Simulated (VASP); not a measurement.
Runs of VASP 6.6.1 on HPbNO4. The typed cell holds 7 atoms: a = 4.117 Å, b = 4.215 Å, c = 6.676 Å, α = 72.69°, β = 72.44°, γ = 62.17°. The cell was built by a generator and needn't be a form met in nature.

| task | level | cell | cutoff (eV) | gap on the mesh (eV) | pressure (GPa) | relaxed volume (Å³/atom) | largest force (eV/Å) |
| --- | --- | --- | --- | --- | --- | --- | --- |
| band structure | rev-vdW-DF2 | P1, 13.71 Å³/atom | 520 | (a) | 0.1 | - | 0.02 |
| band structure | vdW-DF-cx | P1, 13.59 Å³/atom | 520 | 2.57 | 0.1 | - | 0.02 |
| relaxation of cell and atoms | optB88-vdW | relaxed | 600 | 2.55 | 0.0 | 13.73 | 0.02 |
| band structure | optB88-vdW | P1, 13.73 Å³/atom | 520 | 2.55 | 0.1 | - | 0.02 |
| relaxation of cell and atoms | rev-vdW-DF2 | relaxed | 600 | 2.57 | 0.0 | 13.71 | 0.02 |
| relaxation of cell and atoms | vdW-DF-cx | relaxed | 600 | 2.57 | -0.1 | 13.59 | 0.01 |

Alike in all rows: potentials or basis VASP PAW PBE potentials, release 64 (H, Pb_d, N, O); no spin polarisation; k mesh 7 × 7 × 5; smearing fermi-dirac 0.05 eV.

**Question.** Estimate the missing entries.

**Answer.** (a) 2.56.

Caveats: the standard files for N, O and F lose accuracy on very short bonds; the PAW data sets were made with another functional, which shifts forces and pressure a little; spin-orbit coupling is left out, which as a rule narrows the gap of such compounds by several tenths of an eV; an odd mesh through Γ misses points on the zone boundary, where band edges often lie (some runs).

A k mesh can miss the band edges, and the runs leave out spin-orbit coupling on Pb.
